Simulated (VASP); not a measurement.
# Au (Gold): how cutoff and mesh change the relaxed cell

How far does the relaxed cell of Au (Gold) depend on cutoff and k mesh? The starting structure is a measured crystal structure from the Crystallography Open Database.

Method: Kohn-Sham DFT with plane waves and PAW; PBEsol, in VASP 6.6.1.

## 1. Set-up

Symmetry: Fm-3m, No. 225, cubic system. The conventional cell has a = 4.078 Å, b = 4.078 Å, c = 4.078 Å, α = 90.00°, β = 90.00°, γ = 90.00°. Au has 12 Au at 2.88 Å nearest.

As a file:

```
Au
1.0
     0.00000    2.03912    2.03912
     2.03912    0.00000    2.03912
     2.03912    2.03912    0.00000
Au
1
Cartesian
  0.0000 0.0000 0.0000
```

## 2. Reference relaxation

File INCAR:

```
SYSTEM = Au
PREC = Accurate
ENCUT = 450
EDIFF = 1E-06
NELM = 100
ISMEAR = 1
SIGMA = 0.1
LREAL = .FALSE.
ALGO = Normal
GGA = PS
LORBIT = 11
LWAVE = .FALSE.
LCHARG = .FALSE.
KPAR = 2
IBRION = 2
NSW = 50
ISIF = 3
EDIFFG = -0.01
```

File POSCAR:

```
Au
1.0
    0.0000000000      2.0391250000      2.0391250000
    2.0391250000      0.0000000000      2.0391250000
    2.0391250000      2.0391250000      0.0000000000
Au
1
Direct
    0.0000000000      0.0000000000      0.0000000000
```

File KPOINTS:

```
Automatic mesh
0
Gamma
12 12 12
0 0 0
```

PAW data sets: Au (PBE family, release 64).

Command:

```
> mpirun -np 2 vasp_std
```

What it wrote:

```text
[banner, memory and clock lines left out]
running    2 mpi-ranks, on    1 nodes
 distrk:  each k-point on    1 cores,    2 groups
 distr:  one band on    1 cores,    1 groups

 POSCAR found type information on POSCAR Au
 POSCAR found :  1 types and       1 ions
|                                                                             |
|               ----> ADVICE to this user running VASP <----                  |
|                                                                             |
|     You enforced a specific xc type in the INCAR file but a different       |
|     [... a line on the potential file left out ...]
|     I HOPE YOU KNOW WHAT YOU ARE DOING!                                     |
|                                                                             |

 LDA part: xc-table for (Slater+PW92), standard interpolation
 POSCAR, INCAR and KPOINTS ok, starting setup
 FFT: planning ... GRIDC
 FFT: planning ... GRID_SOFT
 FFT: planning ... GRID
 WAVECAR not read
 entering main loop
       N       E                     dE             d eps       ncg     rms          rms(c)
DAV:   1     0.326203429763E+02    0.32620E+02   -0.53777E+03  1552   0.961E+02
DAV:   2    -0.395673160690E+01   -0.36577E+02   -0.34323E+02  1338   0.180E+02
DAV:   3    -0.425436074349E+01   -0.29763E+00   -0.29731E+00  1546   0.163E+01
DAV:   4    -0.425506088866E+01   -0.70015E-03   -0.70013E-03  1513   0.827E-01
DAV:   5    -0.425506430742E+01   -0.34188E-05   -0.34191E-05  1484   0.558E-02    0.976E+00
DAV:   6    -0.394155980278E+01    0.31350E+00   -0.10183E+00  1324   0.979E+00    0.601E+00
DAV:   7    -0.391767759805E+01    0.23882E-01   -0.94203E-02  1376   0.291E+00    0.286E+00
DAV:   8    -0.391464292725E+01    0.30347E-02   -0.24077E-03  1354   0.559E-01    0.309E-01
DAV:   9    -0.391462335928E+01    0.19568E-04   -0.24616E-05  1368   0.558E-02    0.268E-02
DAV:  10    -0.391462727995E+01   -0.39207E-05   -0.14632E-06  1238   0.117E-02    0.345E-03
DAV:  11    -0.391462740374E+01   -0.12378E-06   -0.65516E-08   658   0.271E-03
   1 F= -.39146274E+01 E0= -.39147617E+01  d E =-.391463E+01
 curvature:   0.00 expect dE= 0.000E+00 dE for cont linesearch  0.000E+00
 trial: gam= 0.00000 g(F)=  0.129E-62 g(S)=  0.201E-03 ort = 0.000E+00 (trialstep = 0.100E+01)
 search vector abs. value=  0.201E-03
 bond charge predicted
       N       E                     dE             d eps       ncg     rms          rms(c)
DAV:   1    -0.391822365150E+01   -0.35964E-02   -0.74876E-02  1320   0.308E+00    0.362E-01
DAV:   2    -0.391471274529E+01    0.35109E-02   -0.11977E-02  1305   0.106E+00    0.153E-01
DAV:   3    -0.391456838362E+01    0.14436E-03   -0.64122E-04  1327   0.234E-01    0.110E-01
DAV:   4    -0.391456294742E+01    0.54362E-05   -0.25076E-05  1394   0.415E-02    0.159E-03
DAV:   5    -0.391456283261E+01    0.11480E-06   -0.42132E-07   859   0.621E-03
   2 F= -.39145628E+01 E0= -.39146747E+01  d E =0.645711E-04
 trial-energy change:    0.000065  1 .order    0.000058   -0.000201    0.000318
 step:   0.3707(harm=  0.3876)  dis= 0.00000  next Energy=    -3.914664 (dE=-0.370E-04)
 bond charge predicted
       N       E                     dE             d eps       ncg     rms          rms(c)
DAV:   1    -0.391610825850E+01   -0.15453E-02   -0.29613E-02  1320   0.193E+00    0.227E-01
DAV:   2    -0.391471551830E+01    0.13927E-02   -0.47172E-03  1305   0.667E-01    0.926E-02
DAV:   3    -0.391466137638E+01    0.54142E-04   -0.26365E-04  1327   0.150E-01    0.669E-02
DAV:   4    -0.391466453351E+01   -0.31571E-05   -0.10555E-05  1394   0.274E-02    0.214E-03
DAV:   5    -0.391466460497E+01   -0.71458E-07   -0.18163E-07   688   0.447E-03
   3 F= -.39146646E+01 E0= -.39147903E+01  d E =-.372012E-04
 curvature:  -0.19 expect dE=-0.625E-09 dE for cont linesearch -0.625E-09
 trial: gam=-0.00399 g(F)=  0.357E-63 g(S)=  0.323E-08 ort = 0.806E-06 (trialstep = 0.874E+00)
 search vector abs. value=  0.100E-09
 reached required accuracy - stopping structural energy minimisation
```

Run time: 19 s. Hardware: 2 MPI ranks of AMD EPYC 7R43, shared host; peak memory 0.2 GiB.

Lines that name or quote the potential files are left out of all logs, and their timing lines are given in words.

OUTCAR, selected parts (step 2):

```text
ion  position               nearest neighbor table
   1  0.000  0.000  0.000-

  LATTYP: Found a face centered cubic cell.
 ALAT       =     4.0782500000

 Subroutine GETGRP returns: Found 48 space group operations
 (whereof 48 operations were pure point group operations)

The static configuration has the point symmetry O_h .

 Found     72 irreducible k-points:

   k-points           NKPTS =     72   k-points in BZ     NKDIM =     72   number of bands    NBANDS=      9

   dimension x,y,z NGX =    20 NGY =   20 NGZ =   20
   dimension x,y,z NGXF=    40 NGYF=   40 NGZF=   40

   ENCUT  =  450.0 eV  33.07 Ry    5.75 a.u.   4.99  4.99  4.99*2*pi/ulx,y,z

   NELECT =      11.0000    total number of electrons

 k-points in reciprocal lattice and weights: Automatic mesh
   0.00000000  0.00000000  0.00000000       0.001
   0.08333333  0.00000000  0.00000000       0.005
   0.16666667  0.00000000  0.00000000       0.005
   0.25000000  0.00000000  0.00000000       0.005
   0.33333333  0.00000000  0.00000000       0.005
   0.41666667  0.00000000  0.00000000       0.005
   0.50000000  0.00000000  0.00000000       0.002
   0.08333333  0.08333333  0.00000000       0.003
   0.16666667  0.08333333  0.00000000       0.014
[...]
-0.33333333  0.50000000  0.16666667       0.007
  -0.25000000  0.50000000  0.25000000       0.003

 average (electrostatic) potential at core
       1 -64.0459

 E-fermi :   9.2103

 k-point     1 :       0.0000    0.0000    0.0000
  band No.  band energies     occupation
    ...
      2       4.6281      2.00000
      3       4.6281      2.00000
      4       4.6281      2.00000
      5       6.1689      2.00000
      6       6.1689      2.00000
      7      23.8217      0.00000
      8      27.8359      0.00000
      9      27.8359      0.00000

 k-point     2 :       0.0833    0.0000    0.0000
  band No.  band energies     occupation
    ...
      2       4.5502      2.00000
      3       4.7097      2.00000
      4       4.7097      2.00000
      5       6.1334      2.00000
      6       6.1334      2.00000
      7      24.0966      0.00000
      8      26.4152      0.00000
      9      28.1231      0.00000

 k-point     3 :       0.1667    0.0000    0.0000
  band No.  band energies     occupation
    ...
      2       4.4026      2.00000
      3       4.8753      2.00000
      4       4.8753      2.00000
      5       6.1145      2.00000
      6       6.1145      2.00000
      7      23.5200      0.00000
      8      24.9293      0.00000
      9      28.8537      0.00000

  Total        0.0001494      0.0001494      0.0001494     -0.0000000      0.0000000     -0.0000000
  in kB        0.0140834      0.0140834      0.0140834     -0.0000000      0.0000000     -0.0000000
  external PRESSURE =       0.0140834 kB  Pullay stress =       0.0000000 kB

  energy-cutoff  :      450.00
  volume of cell :       16.99
      direct lattice vectors                 reciprocal lattice vectors
     0.000000000  2.040484297  2.040484297    -0.245039867  0.245039867  0.245039867
     2.040484297 -0.000000000  2.040484297     0.245039867 -0.245039867  0.245039867
     2.040484297  2.040484297 -0.000000000     0.245039867  0.245039867 -0.245039867

 POSITION                                       TOTAL-FORCE (eV/Angst)
 -----------------------------------------------------------------------------------
      0.00000     -0.00000      0.00000         0.000000      0.000000     -0.000000
 -----------------------------------------------------------------------------------
    total drift:                               -0.000000     -0.000000     -0.000000

  FREE ENERGIE OF THE ION-ELECTRON SYSTEM (eV)
  ---------------------------------------------------
  free  energy   TOTEN  =        -3.9146646050 eV

  energy  without entropy=       -3.9150416706  energy(sigma->0) =       -3.91479029

 reached required accuracy - stopping structural energy minimisation

 total charge
# of ion       s       p       d       tot
------------------------------------------
    1        0.535   0.362   8.748   9.645

[... 3 further parts left out ...]
```

This run has no spin polarisation. Its electron count is odd, so without a moment it is a metal by construction. The PAW data sets were made with PBE, which is usual practice but a small mismatch for other functionals. The run keeps the 48 symmetry operations of its start, so it cannot find a distortion of lower symmetry.

The reference relaxation ends at 16.991 Å³ an atom. Pressures at 0.985 and 1.015 times this volume, from two more relaxations that aren't shown, give a bulk modulus of 172.3 GPa.

## 3. Relaxation with a cutoff of 230 eV

Against step 2 the input has ENCUT = 230.

INCAR, as its differences from that of step 2:

```diff
@@ -2,3 +2,3 @@
 PREC = Accurate
-ENCUT = 450
+ENCUT = 230
 EDIFF = 1E-06
```

POSCAR is that of step 2.

KPOINTS is that of step 2.

Command:

```
> mpirun -np 2 vasp_std
```

What it wrote:

```text
[banner, memory and clock lines left out]
running    2 mpi-ranks, on    1 nodes
[...]
[... a notice as in an earlier step ...]

 LDA part: xc-table for (Slater+PW92), standard interpolation
 POSCAR, INCAR and KPOINTS ok, starting setup
[...]
entering main loop
       N       E                     dE             d eps       ncg     rms          rms(c)
DAV:   1     0.121022401197E+02    0.12102E+02   -0.36472E+03  1770   0.529E+02
DAV:   2    -0.418478262893E+01   -0.16287E+02   -0.15703E+02  1335   0.117E+02
DAV:   3    -0.425361901294E+01   -0.68836E-01   -0.68803E-01  1568   0.717E+00
DAV:   4    -0.425375192447E+01   -0.13291E-03   -0.13291E-03  1446   0.331E-01
[...]
DAV:   9    -0.391083168895E+01    0.16144E-04   -0.12620E-05  1367   0.402E-02    0.310E-02
DAV:  10    -0.391083536223E+01   -0.36733E-05   -0.91487E-07  1163   0.762E-03    0.360E-03
DAV:  11    -0.391083541491E+01   -0.52685E-07   -0.27874E-08   661   0.158E-03
   1 F= -.39108354E+01 E0= -.39109855E+01  d E =-.391084E+01
[...]
DAV:   7    -0.389243981110E+01   -0.11595E-05   -0.20817E-07   652   0.320E-03    0.258E-04
DAV:   8    -0.389243978137E+01    0.29738E-07   -0.63494E-09   649   0.755E-04
   2 F= -.38924398E+01 E0= -.38926564E+01  d E =0.183956E-01
 trial-energy change:    0.018396  1 .order    0.019096   -0.023082    0.061274
 step:   0.2837(harm=  0.2736)  dis= 0.00000  next Energy=    -3.914126 (dE=-0.329E-02)
[...]
N       E                     dE             d eps       ncg     rms          rms(c)
DAV:   1    -0.411897574555E+01   -0.22654E+00   -0.43473E+00  1330   0.232E+01    0.264E+00
DAV:   2    -0.392421422455E+01    0.19476E+00   -0.61696E-01  1304   0.753E+00    0.143E+00
DAV:   3    -0.391433733653E+01    0.98769E-02   -0.42054E-02  1340   0.189E+00    0.958E-01
DAV:   4    -0.391417386045E+01    0.16348E-03   -0.11631E-03  1395   0.230E-01    0.108E-01
DAV:   5    -0.391419414151E+01   -0.20281E-04   -0.39412E-05  1537   0.402E-02    0.415E-03
DAV:   6    -0.391419581075E+01   -0.16692E-05   -0.54196E-07   964   0.588E-03    0.109E-03
DAV:   7    -0.391419565806E+01    0.15270E-06   -0.36329E-08   649   0.134E-03
   3 F= -.39141957E+01 E0= -.39144178E+01  d E =-.336024E-02
[...]
reached required accuracy - stopping structural energy minimisation
```

The job ended after 8 s (2 MPI ranks; peak memory 0.16 GiB).

OUTCAR, selected parts (step 3):

```text
  Total       -0.0066434     -0.0066434     -0.0066434     -0.0000000     -0.0000000      0.0000000
  in kB       -0.6380878     -0.6380878     -0.6380878     -0.0000000     -0.0000000      0.0000000
  external PRESSURE =      -0.6380878 kB  Pullay stress =       0.0000000 kB

 POSITION                                       TOTAL-FORCE (eV/Angst)
 -----------------------------------------------------------------------------------
      0.00000      0.00000      0.00000         0.000000      0.000000     -0.000000
 -----------------------------------------------------------------------------------
    total drift:                               -0.000000     -0.000000      0.000000

  FREE ENERGIE OF THE ION-ELECTRON SYSTEM (eV)
  ---------------------------------------------------
  free  energy   TOTEN  =        -3.9141956581 eV

  energy  without entropy=       -3.9148621081  energy(sigma->0) =       -3.91441781

[... 2 parts as in an earlier step ...]

[... 2 further parts left out ...]
[key lines of the parts left out:]
E-fermi :   9.5300
```

With a cutoff of 230 eV the cell ends at 16.681 Å³ an atom, -1.83 % from the reference; the bulk modulus is 188.2 GPa against 172.3 GPa.

## 4. Relaxation with a 6×6×6 mesh

Against step 2 the input has a 6×6×6 mesh.

INCAR, as its differences from that of step 3:

```diff
@@ -2,3 +2,3 @@
 PREC = Accurate
-ENCUT = 230
+ENCUT = 450
 EDIFF = 1E-06
```

POSCAR is that of step 3.

File KPOINTS:

```
Automatic mesh
0
Gamma
6 6 6
0 0 0
```

Command:

```
> mpirun -np 2 vasp_std
```

What it wrote:

```text
[... set-up lines as in an earlier step ...]
 entering main loop
       N       E                     dE             d eps       ncg     rms          rms(c)
DAV:   1     0.370086492978E+02    0.37009E+02   -0.53930E+03   328   0.968E+02
DAV:   2    -0.386468352050E+01   -0.40873E+02   -0.38717E+02   295   0.186E+02
DAV:   3    -0.418077445125E+01   -0.31609E+00   -0.31602E+00   341   0.174E+01
DAV:   4    -0.418159495330E+01   -0.82050E-03   -0.82049E-03   326   0.943E-01
[...]
DAV:   9    -0.384967237820E+01    0.10202E-04   -0.73554E-06   310   0.315E-02    0.154E-02
DAV:  10    -0.384967603940E+01   -0.36612E-05   -0.10675E-06   309   0.108E-02    0.135E-03
DAV:  11    -0.384967613345E+01   -0.94047E-07   -0.35511E-08   147   0.196E-03
   1 F= -.38496761E+01 E0= -.38487355E+01  d E =-.384968E+01
[...]
N       E                     dE             d eps       ncg     rms          rms(c)
DAV:   1    -0.393979354993E+01   -0.90118E-01   -0.19529E+00   290   0.157E+01    0.181E+00
[...]
DAV:   5    -0.384788203579E+01   -0.52192E-05   -0.21921E-05   344   0.358E-02    0.315E-03
DAV:   6    -0.384788237408E+01   -0.33829E-06   -0.57356E-07   215   0.725E-03
   2 F= -.38478824E+01 E0= -.38469532E+01  d E =0.179376E-02
 trial-energy change:    0.001794  1 .order    0.001661   -0.005249    0.008571
 step:   0.3664(harm=  0.3798)  dis= 0.00000  next Energy=    -3.850631 (dE=-0.955E-03)
[...]
N       E                     dE             d eps       ncg     rms          rms(c)
DAV:   1    -0.388770511908E+01   -0.39823E-01   -0.78063E-01   290   0.986E+00    0.115E+00
DAV:   2    -0.385216229090E+01    0.35543E-01   -0.12130E-01   289   0.335E+00    0.444E-01
DAV:   3    -0.385059872450E+01    0.15636E-02   -0.75561E-03   293   0.797E-01    0.320E-01
DAV:   4    -0.385062217059E+01   -0.23446E-04   -0.30188E-04   324   0.143E-01    0.288E-02
DAV:   5    -0.385061943808E+01    0.27325E-05   -0.44633E-06   297   0.233E-02    0.213E-03
DAV:   6    -0.385062083301E+01   -0.13949E-05   -0.18429E-07   163   0.325E-03    0.272E-04
DAV:   7    -0.385062092089E+01   -0.87880E-07   -0.10884E-08   144   0.980E-04
   3 F= -.38506209E+01 E0= -.38496842E+01  d E =-.944787E-03
[...]
reached required accuracy - stopping structural energy minimisation
```

The job ended after 7.6 s (2 MPI ranks; peak memory 0.2 GiB).

Parts of OUTCAR (step 4):

```text
  Total       -0.0001704     -0.0001704     -0.0001704      0.0000000      0.0000000      0.0000000
  in kB       -0.0159416     -0.0159416     -0.0159416      0.0000000      0.0000000      0.0000000
  external PRESSURE =      -0.0159416 kB  Pullay stress =       0.0000000 kB

 POSITION                                       TOTAL-FORCE (eV/Angst)
 -----------------------------------------------------------------------------------
      2.04599      0.00000      2.04599         0.000000      0.000000     -0.000000
 -----------------------------------------------------------------------------------
    total drift:                               -0.000000     -0.000000     -0.000000

  FREE ENERGIE OF THE ION-ELECTRON SYSTEM (eV)
  ---------------------------------------------------
  free  energy   TOTEN  =        -3.8506209209 eV

  energy  without entropy=       -3.8478108267  energy(sigma->0) =       -3.84968422

[... 1 part as in an earlier step ...]

[... 3 further parts left out ...]
[key lines of the parts left out:]
E-fermi :   9.1058
```

With a 6×6×6 mesh the cell ends at 17.129 Å³ an atom, +0.81 % from the reference; the bulk modulus is 174.3 GPa against 172.3 GPa.

## 5. Relaxation with a cutoff of 390 eV

Against step 2 the input has ENCUT = 390.

INCAR, as its differences from that of step 4:

```diff
@@ -2,3 +2,3 @@
 PREC = Accurate
-ENCUT = 450
+ENCUT = 390
 EDIFF = 1E-06
```

POSCAR is that of step 4.

File KPOINTS:

```
Automatic mesh
0
Gamma
12 12 12
0 0 0
```

Command:

```
> mpirun -np 2 vasp_std
```

What it wrote:

```text
[... set-up lines as in an earlier step ...]
 entering main loop
       N       E                     dE             d eps       ncg     rms          rms(c)
DAV:   1     0.293494364944E+02    0.29349E+02   -0.49746E+03  1568   0.844E+02
DAV:   2    -0.398697058450E+01   -0.33336E+02   -0.31238E+02  1351   0.167E+02
DAV:   3    -0.425422001350E+01   -0.26725E+00   -0.26623E+00  1513   0.147E+01
DAV:   4    -0.425492141243E+01   -0.70140E-03   -0.70138E-03  1480   0.804E-01
[...]
DAV:   9    -0.391446033785E+01    0.19085E-04   -0.23270E-05  1394   0.539E-02    0.288E-02
DAV:  10    -0.391446419735E+01   -0.38595E-05   -0.14375E-06  1202   0.114E-02    0.373E-03
DAV:  11    -0.391446430394E+01   -0.10659E-06   -0.59802E-08   667   0.258E-03
   1 F= -.39144643E+01 E0= -.39145985E+01  d E =-.391446E+01
[...]
N       E                     dE             d eps       ncg     rms          rms(c)
DAV:   1    -0.391550152941E+01   -0.10373E-02   -0.21641E-02  1320   0.165E+00    0.194E-01
DAV:   2    -0.391448948592E+01    0.10120E-02   -0.34533E-03  1309   0.568E-01    0.817E-02
DAV:   3    -0.391444631015E+01    0.43176E-04   -0.18699E-04  1325   0.126E-01    0.588E-02
DAV:   4    -0.391444355092E+01    0.27592E-05   -0.72688E-06  1396   0.211E-02    0.685E-04
DAV:   5    -0.391444345356E+01    0.97360E-07   -0.11020E-07   664   0.328E-03
   2 F= -.39144435E+01 E0= -.39145653E+01  d E =0.208504E-04
 trial-energy change:    0.000021  1 .order    0.000019   -0.000058    0.000096
 step:   0.3779(harm=  0.3779)  dis= 0.00000  next Energy=    -3.914475 (dE=-0.110E-04)
[...]
N       E                     dE             d eps       ncg     rms          rms(c)
DAV:   1    -0.391488194809E+01   -0.43840E-03   -0.83633E-03  1320   0.102E+00    0.120E-01
DAV:   2    -0.391448766874E+01    0.39428E-03   -0.13308E-03  1304   0.353E-01    0.498E-02
DAV:   3    -0.391447296085E+01    0.14708E-04   -0.73964E-05  1324   0.795E-02    0.358E-02
DAV:   4    -0.391447457594E+01   -0.16151E-05   -0.29054E-06  1387   0.135E-02    0.873E-04
DAV:   5    -0.391447463646E+01   -0.60518E-07   -0.45575E-08   648   0.222E-03
   3 F= -.39144746E+01 E0= -.39146041E+01  d E =-.103325E-04
[...]
reached required accuracy - stopping structural energy minimisation
```

Run time: 14 s. Hardware: 2 MPI ranks; peak memory 0.2 GiB.

(Continued in part 2 of 2.)

[Lines on the potential files, build, host, timing and source positions are cut from VASP's logs without a mark.]

[Logs are printed without paths, hosts, clocks, repeated set-up lines and the standing remarks that a program may print on its own settings, such as how far it seeks lower states.]

[Hosts, paths, dates, database ids (printed as entryN), source tags and the programs' standing remarks are cut or masked in the printed files.]
